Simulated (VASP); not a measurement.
Computed with PBE GGA, VASP's PBE PAW potentials (set 64) (plane waves; VASP).

VASP input:

INCAR:
```
! general
SYSTEM   =  AuAl2
PREC     =  Accurate
ENCUT    =  400
LREAL    =  .False.
LASPH    =  .True.

! electronic loop
EDIFF    =  1E-6
NELM     =  100
ALGO     =  Normal   ! blocked Davidson
LMAXMIX  =  6   ! l cut-off of mixed one-centre charges

! smearing
ISMEAR   =  0   ! Gaussian
SIGMA    =  0.01   ! width (eV)

! functional
GGA      =  PE   ! PBE

! ions
ISIF     =  2

! output
LWAVE    =  .False.
LCHARG   =  .False.
```

POSCAR:
```
AuAl2
1
    0.0000000000     3.0600000000     3.0600000000
    3.0600000000     0.0000000000     3.0600000000
    3.0600000000     3.0600000000     0.0000000000
Al Au
2 1
Direct
  0.2500000000   0.2500000000   0.2500000000
  0.7500000000   0.7500000000   0.7500000000
  0.0000000000   0.0000000000   0.0000000000
```

### KPOINTS
```
Automatic
0
gamma
 8 8 8
0 0 0
```

POTCAR, in this order: Al Au (PBE.64 set). Program: vasp_std.

Unless said otherwise, spin-orbit coupling is left out, though it shifts the bands of the heavy elements here.

### Question
What does the run give for the energy per atom (σ→0), pressure, band gap (on the k-mesh)?

### Answer

energy per atom (σ→0): -4.002 eV/atom
band gap (on the k-mesh): none (metal, semimetal or under 0.01 eV)
pressure: -3.10 GPa

OSZICAR:
```
...
DAV:   7    -0.120344462998E+02    0.76277E-01   -0.29907E-01   744   0.645E+00    0.182E+00
DAV:   8    -0.120085305839E+02    0.25916E-01   -0.29410E-02   820   0.130E+00    0.407E-01
DAV:   9    -0.120073658238E+02    0.11648E-02   -0.41576E-03   784   0.767E-01    0.191E-01
DAV:  10    -0.120075237893E+02   -0.15797E-03   -0.27976E-04   740   0.138E-01    0.399E-02
DAV:  11    -0.120075179223E+02    0.58670E-05   -0.14626E-05   844   0.356E-02    0.141E-02
DAV:  12    -0.120075203472E+02   -0.24249E-05   -0.57565E-06   744   0.165E-02    0.313E-03
DAV:  13    -0.120075203426E+02    0.46089E-08   -0.39902E-07   492   0.678E-03
   1 F= -.12007520E+02 E0= -.12007262E+02  d E =-.517662E-03
```

The compound is AuAl2 in the fluorite structure. The cell was not relaxed at this level. The run is one of a series of settings (ISMEAR = 0, SIGMA = 0.01 against the base run), some of them coarse on purpose. The electron count is odd and the run is not spin-polarised, which forces a metal.
